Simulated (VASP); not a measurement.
An input for Ansatz (written as the equivalent of a VASP run, and not itself run):

Ansatz 0.2 input:
```yaml
crystal:
  lattice:
    - [1.3663219, -2.3665393, 0.0000000]
    - [1.3663219, 2.3665393, 0.0000000]
    - [0.0000000, 0.0000000, 4.3855212]
  atoms:
    - { symbol: Tc, position: [0.3333330, 0.6666670, 0.2500000] }
    - { symbol: Tc, position: [0.6666670, 0.3333330, 0.7500000] }
kpoints:
  mp_grid: { grid: [14, 14, 8] }
hamiltonian:
  xc: r2scan
  pseudopotentials: { kind: paw }
scf:
  occupations: { method: methfessel_paxton, width: 0.1 }
  max_iter: 100
relax:
  max_steps: 30
  f_tol: 0.001
output: { forces: true, stress: true, eigenvalues: true }
```

Write the VASP files for the same calculation (r2SCAN).

One answer among several that fit: 
File POSCAR:
```
Tc
1.0
  1.3663218689  -2.3665392869   0.0000000000
  1.3663218689   2.3665392869   0.0000000000
  0.0000000000   0.0000000000   4.3855211597
Tc
2
Cart
  1.3663218689   0.7888480067   1.0963802899
  1.3663218689  -0.7888480067   3.2891408698
```

**INCAR**
```
METAGGA  =  R2SCAN
LMIXTAU  =  .True.
ISMEAR  =  1   ! Methfessel-Paxton
SIGMA  =  0.1   ! width (eV)
LREAL  =  .False.   ! projection in real space or not
PREC  =  Accurate
EDIFFG  =  -0.001
LASPH  =  .True.
EDIFF  =  1E-8   ! SCF stop (eV)
LWAVE  =  .False.
ENCUT  =  400   ! plane-wave cut-off (eV)
LCHARG  =  .False.
ALGO  =  Normal   ! blocked Davidson
NELM  =  100   ! most electronic steps
LMAXMIX  =  4
SYSTEM  =  Tc
ISIF  =  2
NSW  =  30   ! most ionic steps
IBRION  =  1
```

KPOINTS:
```
K-points
0
gamma
  14 14 8
```

POTCAR, in this order: Tc_pv (PBE.64 set). Program: vasp_std.

The two are equivalent in intent, not identical: each code has its own PAW files, so the cut-off isn't converted (ENCUT is set for VASP's; basis.ecutwfc is left out, and Ansatz then takes the one that its files recommend); Ansatz stops its SCF on the density residual and VASP on the energy change (EDIFF).

The compound is Tc in the hcp structure. It was relaxed first. The start is the result of an earlier pass.
